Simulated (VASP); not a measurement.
Input:

```yaml
crystal:
  lattice:
    - [0.00000, 3.35363, 3.35363]
    - [3.35363, 0.00000, 3.35363]
    - [3.35363, 3.35363, 0.00000]
  atoms:
    - { symbol: Mo, position: [0.00000, 0.00000, 0.00000] }
    - { symbol: Te, position: [0.25000, 0.25000, 0.25000] }
    - { symbol: Te, position: [0.75000, 0.75000, 0.75000] }
```

Level of theory: PBE GGA + U (Dudarev), VASP's PBE PAW potentials (set 64) (plane waves; VASP 6.6.1). Settings: 400 eV cut-off, 5×5×5 Γ-centred mesh, Gaussian smearing of 0.050 eV, potentials Mo_sv Te, U − J: Mo 4.00 eV.

Unless said otherwise, spin-orbit coupling is left out, though it shifts the bands of the heavy elements here.

Predict the energy per atom (σ→0), band gap (on the k-mesh) with the smallest direct gap where there is one.

```json
{
  "band gap (on the k-mesh)": "none (metal, semimetal or under 0.01 eV)",
  "energy per atom (σ→0)": "-3.942 eV/atom"
}
```

The absolute energy has meaning only against runs of the same code, potentials and settings.

The structure was generated: Te2Mo was put into the fluorite type (Fm-3m), which need not be its known phase. The cell was not relaxed at this level. The k-mesh is coarse (spacing up to 0.32 per Å, 2π included), so the numbers may not be converged in it. The run is one of a series of settings (LDAU = .TRUE., LDAUJ = 0 0, LDAUL = 2 -1, LDAUTYPE = 2, LDAUU = 4.0 0 against the base run), some of them coarse on purpose.
